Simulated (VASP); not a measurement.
Given:

```
Ge
1.0
    0.00000     2.81263     2.81263
    2.81263     0.00000     2.81263
    2.81263     2.81263     0.00000
Ge
2
Direct
  0.00000   0.00000   0.00000
  0.25000   0.25000   0.25000
```

All values below come from LDA (Ceperley-Alder, Perdew-Zunger), VASP's LDA PAW potentials (set 64) (plane waves; VASP). Numerical set-up: 520 eV cut-off, Gaussian smearing of 0.050 eV, potentials Ge_d.

Question: Give the energies of bands 12 to 17 at the high-symmetry points, in eV from the valence-band maximum.

Answer: 
| band | Γ | X | U | L | W |
|---|---|---|---|---|---|
| 12 | 0.00 | -8.99 | -8.39 | -7.72 | -8.89 |
| 13 | 0.00 | -3.14 | -4.44 | -1.43 | -4.00 |
| 14 | 0.00 | -3.14 | -2.69 | -1.43 | -4.00 |
| 15 | 0.01 | 0.65 | 1.07 | 0.12 | 4.32 |
| 16 | 2.54 | 0.65 | 4.05 | 3.73 | 4.32 |
| 17 | 2.54 | 9.55 | 7.21 | 3.73 | 4.66 |

The gap is direct, 0.01 eV, from the valence maximum at Γ to the conduction minimum at Γ.

Measured: gap 0.79 eV (computed value off by -0.78 eV), as given by Anna Miglio et al., npj Computational Materials (2020), arXiv:2011.12765 [measured zero-point renormalisation of 52 meV added back].

The compound is Ge in the diamond structure. It was relaxed first.
